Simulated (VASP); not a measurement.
The system is Sb2TeO2.

```
Sb Te O
1.0
     7.32545    0.00000    0.00000
     0.00000    7.32545    0.00000
     0.00000    0.00000    4.22650
Sb Te O
4 2 4
Direct
  0.38086 0.88086 0.00000
  0.11914 0.38086 0.00000
  0.61914 0.11914 0.00000
  0.88086 0.61914 0.00000
  0.00000 0.00000 0.00000
  0.50000 0.50000 0.00000
  0.17894 0.67894 0.50000
  0.32106 0.17894 0.50000
  0.82106 0.32106 0.50000
  0.67894 0.82106 0.50000
```

The cell was built by a generator and needn't be a form met in nature.

| Property | Result |
| --- | --- |
| Program | VASP 6.6.1 |
| Task | relaxation of cell and atoms |
| Functional | PBE |
| Potentials or basis | VASP PAW PBE potentials, release 64 (Sb, Te, O) |
| Cutoff | 520 eV |
| k mesh | 2 × 2 × 3 |
| Occupations | gaussian, width 0.15 eV |
| Spin | no spin polarisation |

At the start: pressure -2.9 GPa; volume 22.68 Å³/atom.

How do energy, volume and symmetry change on relaxing?

Over 20 steps the energy falls by 1312.7 meV/atom and the volume is 23.88 Å³/atom (+5.3 %); space group P4/mbm (No. 127, to 0.05 Å).

Step by step:
```
step  energy change (eV)  largest force (eV/Å)  pressure (GPa)  volume (Å³)
   1              0.0000                4.7846           -2.95       226.80
   2             -4.9815                1.1546           -6.94       211.94
   3             -8.5612                1.5750           -4.03       195.41
   4              3.2882                2.3780           65.01       155.39
   5             -9.3585                1.7779           -1.41       190.59
   6             -9.2674                1.5128           12.24       175.70
   7             -9.8673                1.8238            3.45       183.44
   8             -9.8449                1.7795            5.49       181.30
   9            -12.0281                1.0345            5.39       199.69
  10            -12.6480                0.9144            7.50       214.36
  11            -12.4749                0.8641           -6.69       270.11
  12            -13.0698                0.0673           -0.23       238.53
  13            -13.0701                0.0607           -0.20       238.03
  14            -12.9669                0.4821            3.20       225.99
  15            -13.0700                0.0745            0.09       237.54
  16            -13.1240                0.1622            0.38       237.93
  17            -13.1244                0.1597            0.39       237.99
  18            -13.1247                0.1709            0.34       237.97
  19            -13.1209                0.1618           -0.79       239.94
  20            -13.1272                0.0478           -0.16       238.75
```

Final structure:
```
Sb Te O
1.0
     8.63272    0.00000    0.00000
     0.00000    8.63272    0.00000
     0.00000    0.00000    3.20373
Sb Te O
4 2 4
Cartesian
  2.4966 6.8129 0.0000
  1.8198 2.4966 0.0000
  6.1362 1.8198 0.0000
  6.8129 6.1362 0.0000
  0.0000 0.0000 0.0000
  4.3164 4.3164 0.0000
  1.6033 5.9197 1.6019
  2.7130 1.6033 1.6019
  7.0294 2.7130 1.6019
  5.9197 7.0294 1.6019
```

Caveat: the k mesh is coarse (spacing up to 0.50 Å⁻¹), so the values aren't converged.
